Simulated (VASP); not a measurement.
These are r2SCAN meta-GGA, VASP's PBE PAW potentials (set 64) (plane waves; VASP) values and carry that method's errors.

A VASP calculation is set up with these files.

File POSCAR:
```
Rb2H4Pt
1.0
  5.7714992322   0.0000000000   0.0000000000
  0.0000000000   5.7714992322   0.0000000000
  0.0000000000   0.0000000000   8.3117961736
Rb H Pt
4 8 2
Cartesian
  0.0000000000   2.8857496161   2.0779490434
  0.0000000000   2.8857496161   6.2338471302
  2.8857496161   5.7714992322   2.0779490434
  2.8857496161   5.7714992322   6.2338471302
  2.8857496161   2.8857496161   2.5038453705
  2.8857496161   2.8857496161   5.8079508031
  0.0000000000   5.7714992322   6.6597434573
  0.0000000000   5.7714992322   1.6520527163
  1.7177481768   4.0537510554   4.1558980868
  4.0537510554   1.7177481768   4.1558980868
  4.6034977929   4.6034977929   0.0000000000
  1.1680014393   1.1680014393   0.0000000000
  2.8857496161   2.8857496161   4.1558980868
  0.0000000000   5.7714992322   0.0000000000
```

### KPOINTS
```
Automatic mesh
0
Gamma
4 4 3
0 0 0
```

### INCAR
```
ENCUT = 400   ! plane-wave cut-off (eV)
LMAXMIX = 6   ! l cut-off of mixed one-centre charges
NELM = 100
METAGGA = R2SCAN
LCHARG = .FALSE.
LASPH = .TRUE.   ! aspherical one-centre terms
NSW = 60   ! most ionic steps
IBRION = 2   ! conjugate gradients
SYSTEM = Rb2H4Pt
LMIXTAU = .TRUE.
PREC = Accurate
EDIFFG = -0.02
EDIFF = 1E-6   ! SCF stop (eV)
ALGO = Normal   ! blocked Davidson
LREAL = Auto   ! projection in real space or not
ISMEAR = 0   ! Gaussian
ISIF = 3
LWAVE = .FALSE.
SIGMA = 0.05   ! width (eV)
```

POTCAR, in this order: Rb_sv H Pt (PBE.64 set). Program: vasp_std.

What VASP printed:

**OUTCAR**
```
 ion  position               nearest neighbor table
   1  0.000  0.500  0.250-   5 2.92   8 2.92   8 2.92   5 2.92  11 2.94  12 2.94   9 2.94  10 2.94
                            13 3.56  14 3.56  14 3.56  13 3.56   3 4.08   3 4.08   3 4.08   3 4.08
   2  0.000  0.500  0.750-   6 2.92   7 2.92   7 2.92   6 2.92  11 2.94  12 2.94   9 2.94  10 2.94
                            13 3.56  14 3.56  14 3.56  13 3.56   4 4.08   4 4.08   4 4.08   4 4.08
   3  0.500  0.000  0.250-   5 2.92   8 2.92   5 2.92   8 2.92  11 2.94  12 2.94   9 2.94  10 2.94
                            13 3.56  13 3.56  14 3.56  14 3.56   1 4.08   1 4.08   1 4.08   1 4.08
   4  0.500  0.000  0.750-   6 2.92   7 2.92   6 2.92   7 2.92  11 2.94  12 2.94   9 2.94  10 2.94
                            13 3.56  13 3.56  14 3.56  14 3.56   2 4.08   2 4.08   2 4.08   2 4.08
   5  0.500  0.500  0.301-  13 1.65   3 2.92   1 2.92   3 2.92   1 2.92
   6  0.500  0.500  0.699-  13 1.65   4 2.92   2 2.92   4 2.92   2 2.92
   7  0.000  0.000  0.801-  14 1.65   4 2.92   2 2.92   2 2.92   4 2.92
   8  0.000  0.000  0.199-  14 1.65   3 2.92   1 2.92   1 2.92   3 2.92
   9  0.298  0.702  0.500-  13 1.65   2 2.94   3 2.94   4 2.94   1 2.94
  10  0.702  0.298  0.500-  13 1.65   2 2.94   3 2.94   4 2.94   1 2.94
  11  0.798  0.798  0.000-  14 1.65   2 2.94   3 2.94   4 2.94   1 2.94
  12  0.202  0.202  0.000-  14 1.65   2 2.94   3 2.94   4 2.94   1 2.94
  13  0.500  0.500  0.500-   9 1.65  10 1.65   5 1.65   6 1.65   1 3.56   2 3.56   3 3.56   4 3.56
                             3 3.56   4 3.56   1 3.56   2 3.56
  14  0.000  0.000  0.000-  11 1.65  12 1.65   7 1.65   8 1.65   1 3.56   2 3.56   3 3.56   4 3.56
                             1 3.56   2 3.56   3 3.56   4 3.56
  LATTYP: Found a simple tetragonal cell.
 ALAT       =     5.7714992322
 C/A-ratio  =     1.4401450714
 Subroutine PRICEL returns:
...
```

OSZICAR:
```
...
DAV:   2    -0.184346661815E+03   -0.37345E+03   -0.35791E+03  1200   0.261E+02
DAV:   3    -0.215162760028E+03   -0.30816E+02   -0.30633E+02  1336   0.718E+01
DAV:   4    -0.216444926469E+03   -0.12822E+01   -0.12790E+01  1472   0.138E+01
DAV:   5    -0.216495693804E+03   -0.50767E-01   -0.50764E-01  1312   0.200E+00    0.193E+01
DAV:   6    -0.200978959466E+03    0.15517E+02   -0.94522E+00  1112   0.137E+01    0.628E+00
DAV:   7    -0.192623854987E+03    0.83551E+01   -0.23421E+00  1024   0.762E+00    0.342E+00
DAV:   8    -0.194193617162E+03   -0.15698E+01   -0.28436E+00  1176   0.725E+00    0.183E+00
DAV:   9    -0.192558726106E+03    0.16349E+01   -0.10800E+00  1048   0.588E+00    0.736E-01
DAV:  10    -0.192854331982E+03   -0.29561E+00   -0.30837E-01   984   0.374E+00    0.507E-01
DAV:  11    -0.192688380133E+03    0.16595E+00   -0.74403E-02  1080   0.190E+00    0.295E-01
DAV:  12    -0.192880073331E+03   -0.19169E+00   -0.50481E-02   976   0.163E+00    0.118E-01
DAV:  13    -0.192932499926E+03   -0.52427E-01   -0.22145E-02  1024   0.107E+00    0.705E-02
DAV:  14    -0.192934194375E+03   -0.16944E-02   -0.21413E-03  1216   0.245E-01    0.377E-02
DAV:  15    -0.192934124681E+03    0.69694E-04   -0.52544E-03  1024   0.511E-01    0.528E-02
DAV:  16    -0.192935507734E+03   -0.13831E-02   -0.20377E-03  1024   0.283E-01    0.172E-02
DAV:  17    -0.192935812285E+03   -0.30455E-03   -0.10983E-04  1120   0.638E-02    0.743E-03
DAV:  18    -0.192935915333E+03   -0.10305E-03   -0.71067E-05  1048   0.604E-02    0.943E-03
DAV:  19    -0.192935944478E+03   -0.29145E-04   -0.37483E-05  1056   0.459E-02    0.406E-03
DAV:  20    -0.192935941899E+03    0.25790E-05   -0.48939E-06  1088   0.139E-02    0.175E-03
DAV:  21    -0.192935946193E+03   -0.42946E-05   -0.33107E-06   864   0.102E-02    0.152E-03
DAV:  22    -0.192935945424E+03    0.76970E-06   -0.76206E-07   672   0.542E-03
   1 F= -.19293595E+03 E0= -.19293595E+03  d E =-.192936E+03
       N       E                     dE             d eps       ncg     rms          rms(c)
DAV:   1    -0.192982047661E+03   -0.46101E-01   -0.85692E-01   960   0.475E+00    0.125E+00
DAV:   2    -0.192944554519E+03    0.37493E-01   -0.15760E-01  1032   0.190E+00    0.422E-01
DAV:   3    -0.192942895226E+03    0.16593E-02   -0.76131E-03  1032   0.441E-01    0.227E-01
DAV:   4    -0.192940913132E+03    0.19821E-02   -0.80516E-03  1072   0.414E-01    0.770E-02
DAV:   5    -0.192942832749E+03   -0.19196E-02   -0.88919E-04  1008   0.183E-01    0.363E-02
DAV:   6    -0.192942863864E+03   -0.31115E-04   -0.15376E-04  1008   0.763E-02    0.264E-02
DAV:   7    -0.192942910483E+03   -0.46619E-04   -0.11070E-04  1024   0.677E-02    0.139E-02
DAV:   8    -0.192942921308E+03   -0.10825E-04   -0.63662E-05  1064   0.490E-02    0.746E-03
DAV:   9    -0.192942941743E+03   -0.20434E-04   -0.17543E-05  1032   0.272E-02    0.225E-03
DAV:  10    -0.192942944763E+03   -0.30206E-05   -0.23651E-06   864   0.103E-02    0.736E-04
DAV:  11    -0.192942944516E+03    0.24712E-06   -0.38523E-07   688   0.422E-03
   2 F= -.19294294E+03 E0= -.19294294E+03  d E =-.699909E-02
       N       E                     dE             d eps       ncg     rms          rms(c)
DAV:   1    -0.193030902162E+03   -0.87957E-01   -0.18765E+00   960   0.702E+00    0.185E+00
DAV:   2    -0.192948903795E+03    0.81998E-01   -0.34480E-01  1040   0.284E+00    0.630E-01
DAV:   3    -0.192945176911E+03    0.37269E-02   -0.16779E-02  1048   0.654E-01    0.338E-01
DAV:   4    -0.192940793794E+03    0.43831E-02   -0.17602E-02  1080   0.606E-01    0.115E-01
DAV:   5    -0.192945001021E+03   -0.42072E-02   -0.18996E-03   992   0.265E-01    0.549E-02
DAV:   6    -0.192945052552E+03   -0.51531E-04   -0.35148E-04   992   0.116E-01    0.391E-02
DAV:   7    -0.192945205084E+03   -0.15253E-03   -0.26629E-04  1008   0.105E-01    0.210E-02
DAV:   8    -0.192945224049E+03   -0.18965E-04   -0.14409E-04  1056   0.734E-02    0.111E-02
DAV:   9    -0.192945271427E+03   -0.47378E-04   -0.35947E-05  1040   0.386E-02    0.291E-03
DAV:  10    -0.192945276588E+03   -0.51609E-05   -0.50286E-06   840   0.151E-02    0.103E-03
DAV:  11    -0.192945276225E+03    0.36233E-06   -0.10531E-06   760   0.680E-03
   3 F= -.19294528E+03 E0= -.19294528E+03  d E =-.933080E-02
       N       E                     dE             d eps       ncg     rms          rms(c)
DAV:   1    -0.192962306847E+03   -0.17030E-01   -0.34006E-01   960   0.301E+00    0.655E-01
DAV:   2    -0.192949731169E+03    0.12576E-01   -0.52389E-02  1072   0.108E+00    0.271E-01
DAV:   3    -0.192949279047E+03    0.45212E-03   -0.24943E-03   968   0.253E-01    0.158E-01
DAV:   4    -0.192948597316E+03    0.68173E-03   -0.26710E-03  1088   0.242E-01    0.402E-02
DAV:   5    -0.192949303368E+03   -0.70605E-03   -0.39476E-04   992   0.124E-01    0.182E-02
DAV:   6    -0.192949314545E+03   -0.11178E-04   -0.52142E-05  1040   0.432E-02    0.150E-02
DAV:   7    -0.192949320935E+03   -0.63892E-05   -0.41018E-05  1000   0.416E-02    0.816E-03
DAV:   8    -0.192949328046E+03   -0.71115E-05   -0.19051E-05  1024   0.276E-02    0.349E-03
DAV:   9    -0.192949330669E+03   -0.26226E-05   -0.48592E-06   848   0.143E-02    0.133E-03
DAV:  10    -0.192949331318E+03   -0.64894E-06   -0.93145E-07   648   0.642E-03
   4 F= -.19294933E+03 E0= -.19294933E+03  d E =-.405509E-02
       N       E                     dE             d eps       ncg     rms          rms(c)
DAV:   1    -0.192968090189E+03   -0.18760E-01   -0.43692E-01   960   0.340E+00    0.741E-01
DAV:   2    -0.192951978751E+03    0.16111E-01   -0.67398E-02  1072   0.122E+00    0.307E-01
DAV:   3    -0.192951391471E+03    0.58728E-03   -0.31910E-03   968   0.285E-01    0.180E-01
DAV:   4    -0.192950506051E+03    0.88542E-03   -0.34379E-03  1088   0.275E-01    0.456E-02
DAV:   5    -0.192951430460E+03   -0.92441E-03   -0.50811E-04   976   0.141E-01    0.206E-02
DAV:   6    -0.192951446155E+03   -0.15695E-04   -0.67145E-05  1048   0.492E-02    0.169E-02
DAV:   7    -0.192951456199E+03   -0.10044E-04   -0.53704E-05   984   0.477E-02    0.930E-03
DAV:   8    -0.192951465069E+03   -0.88699E-05   -0.24908E-05  1024   0.317E-02    0.398E-03
DAV:   9    -0.192951468613E+03   -0.35439E-05   -0.62247E-06   880   0.162E-02    0.145E-03
DAV:  10    -0.192951469388E+03   -0.77518E-06   -0.11440E-06   680   0.716E-03
   5 F= -.19295147E+03 E0= -.19295147E+03  d E =-.619316E-02
       N       E                     dE             d eps       ncg     rms          rms(c)
DAV:   1    -0.192953268226E+03   -0.17996E-02   -0.43448E-02   960   0.107E+00    0.233E-01
DAV:   2    -0.192951654278E+03    0.16139E-02   -0.67507E-03  1080   0.386E-01    0.971E-02
DAV:   3    -0.192951607227E+03    0.47051E-04   -0.32149E-04   968   0.918E-02    0.568E-02
DAV:   4    -0.192951520051E+03    0.87176E-04   -0.34617E-04  1088   0.880E-02    0.146E-02
DAV:   5    -0.192951612453E+03   -0.92403E-04   -0.51527E-05   968   0.453E-02    0.646E-03
DAV:   6    -0.192951613142E+03   -0.68874E-06   -0.68211E-06   848   0.157E-02
   6 F= -.19295161E+03 E0= -.19295161E+03  d E =-.633692E-02
       N       E                     dE             d eps       ncg     rms          rms(c)
DAV:   1    -0.192955564179E+03   -0.39517E-02   -0.86939E-02   960   0.152E+00    0.362E-01
DAV:   2    -0.192952326403E+03    0.32378E-02   -0.12751E-02  1064   0.531E-01    0.128E-01
DAV:   3    -0.192952231380E+03    0.95023E-04   -0.70058E-04  1008   0.135E-01    0.669E-02
DAV:   4    -0.192952107059E+03    0.12432E-03   -0.67000E-04  1048   0.121E-01    0.221E-02
DAV:   5    -0.192952248855E+03   -0.14180E-03   -0.69947E-05  1048   0.483E-02    0.115E-02
DAV:   6    -0.192952260970E+03   -0.12115E-04   -0.14351E-05   960   0.232E-02    0.781E-03
DAV:   7    -0.192952268173E+03   -0.72030E-05   -0.81811E-06  1016   0.190E-02    0.336E-03
DAV:   8    -0.192952268136E+03    0.37318E-07   -0.57807E-06   848   0.159E-02
   7 F= -.19295227E+03 E0= -.19295227E+03  d E =-.654994E-03
```

OUTCAR:
```
------------------------ aborting loop because EDIFF is reached ----------------------------------------
  FORCE on cell =-STRESS in cart. coord.  units (eV):
  Direction    XX          YY          ZZ          XY          YZ          ZX
  --------------------------------------------------------------------------------------
  Total       -0.0820833     -0.0820833     -0.0707870     -0.0000000      0.0000000      0.0000000
  in kB       -0.4596839     -0.4596839     -0.3964224     -0.0000000      0.0000000      0.0000000
  external PRESSURE =      -0.4385968 kB  Pullay stress =       0.0000000 kB
  volume of cell :      286.09
      direct lattice vectors                 reciprocal lattice vectors
     5.846037271 -0.000000000  0.000000000     0.171056043  0.000000000  0.000000000
    -0.000000000  5.846037271  0.000000000     0.000000000  0.171056043  0.000000000
     0.000000000  0.000000000  8.371107517     0.000000000  0.000000000  0.119458506
 POSITION                                       TOTAL-FORCE (eV/Angst)
 -----------------------------------------------------------------------------------
     -0.00000      2.92302      2.09278         0.000000      0.000000      0.000000
     -0.00000      2.92302      6.27833        -0.000000      0.000000      0.000000
      2.92302      5.84604      2.09278        -0.000000      0.000000      0.000000
      2.92302      5.84604      6.27833         0.000000      0.000000      0.000000
      2.92302      2.92302      2.53476         0.000000      0.000000      0.001809
      2.92302      2.92302      5.83634        -0.000000      0.000000     -0.001809
     -0.00000      5.84604      6.72032        -0.000000      0.000000      0.001809
     -0.00000      5.84604      1.65079        -0.000000      0.000000     -0.001809
      1.75488      4.09116      4.18555         0.005903     -0.005903     -0.000000
      4.09116      1.75488      4.18555        -0.005903      0.005903      0.000000
      4.67790      4.67790      0.00000         0.005903      0.005903      0.000000
      1.16814      1.16814      0.00000        -0.005903     -0.005903     -0.000000
      2.92302      2.92302      4.18555         0.000000      0.000000      0.000000
     -0.00000      5.84604      0.00000        -0.000000      0.000000      0.000000
 -----------------------------------------------------------------------------------
    total drift:                                0.000000      0.000000     -0.000000
  FREE ENERGIE OF THE ION-ELECTRON SYSTEM (eV)
  ---------------------------------------------------
  free  energy   TOTEN  =      -192.9522681359 eV

  energy  without entropy=     -192.9522681359  energy(sigma->0) =     -192.95226814

 reached required accuracy - stopping structural energy minimisation
```
(Selected blocks of OUTCAR.)

**CONTCAR**
```
Rb2H4Pt
   1.00000000000000
     5.8460372712319169   -0.0000000000000000    0.0000000000000000
    -0.0000000000000000    5.8460372712319169    0.0000000000000000
     0.0000000000000000    0.0000000000000000    8.3711075167920921
  Rb              H               Pt
     4     8     2
Direct
     0.0000000000000000    0.5000000000000000    0.2500000000000000
     0.0000000000000000    0.5000000000000000    0.7500000000000000
     0.5000000000000000    1.0000000000000000    0.2500000000000000
     0.5000000000000000    1.0000000000000000    0.7500000000000000
     0.5000000000000000    0.5000000000000000    0.3027989901117154
     0.5000000000000000    0.5000000000000000    0.6972010098882845
     0.0000000000000000    1.0000000000000000    0.8027989901117155
     0.0000000000000000    1.0000000000000000    0.1972010098882846
     0.3001826442246339    0.6998173557753662    0.5000000000000000
     0.6998173557753662    0.3001826442246339    0.5000000000000000
     0.8001826442246338    0.8001826442246338    0.0000000000000000
     0.1998173557753661    0.1998173557753661    0.0000000000000000
     0.5000000000000000    0.5000000000000000    0.5000000000000000
     0.0000000000000000    1.0000000000000000    0.0000000000000000
```

**OUTCAR**
```
 val. band max:       -1.1870836948   @ k =   0.0000   0.0000   0.0000

 cond. band min:       2.4654688463   @ k =   0.2500   0.2500   0.0000


 Fermi energy:        -0.9298374233

 k-point     1 :       0.0000    0.0000    0.0000
  band No.  band energies     occupation
      1     -27.3812      2.00000
      2     -27.3635      2.00000
      3     -27.3420      2.00000
      4     -27.3262      2.00000
      5     -11.2555      2.00000
      6     -11.1150      2.00000
      7     -11.1150      2.00000
      8     -11.0785      2.00000
      9     -11.0631      2.00000
     10     -11.0631      2.00000
     11     -10.8609      2.00000
     12     -10.8087      2.00000
     13     -10.8087      2.00000
     14     -10.7929      2.00000
     15     -10.7833      2.00000
     16     -10.7833      2.00000
     17      -6.2889      2.00000
     18      -5.8517      2.00000
     19      -5.3919      2.00000
     20      -5.3579      2.00000
     21      -2.5627      2.00000
     22      -2.1998      2.00000
     23      -2.0074      2.00000
     24      -2.0074      2.00000
     25      -1.9184      2.00000
     26      -1.9184      2.00000
     27      -1.6104      2.00000
     28      -1.4692      2.00000
     29      -1.4692      2.00000
     30      -1.4576      2.00000
     31      -1.4292      2.00000
     32      -1.1871      2.00000
     33       2.6202      0.00000
     34       3.6937      0.00000
     35       3.6937      0.00000
     36       3.9363      0.00000
     37       4.4127      0.00000
     38       5.2197      0.00000
     39       5.3479      0.00000
     40       5.6981      0.00000

 k-point     2 :       0.2500    0.0000    0.0000
  band No.  band energies     occupation
      1     -27.3753      2.00000
      2     -27.3580      2.00000
      3     -27.3476      2.00000
      4     -27.3316      2.00000
      5     -11.2283      2.00000
      6     -11.1010      2.00000
      7     -11.0986      2.00000
      8     -11.0684      2.00000
...
```

Energy and stress use the plane-wave basis of the starting cell. Unless said otherwise, spin-orbit coupling is left out, though it shifts the bands of the heavy elements here.

The structure comes from a computed database's Rb2H4Pt entry (P4_2/mnm); how it stands against other phases isn't given here. This run relaxes it. Symmetry was kept, so distortions that lower it aren't found. The start is the result of an earlier pass.
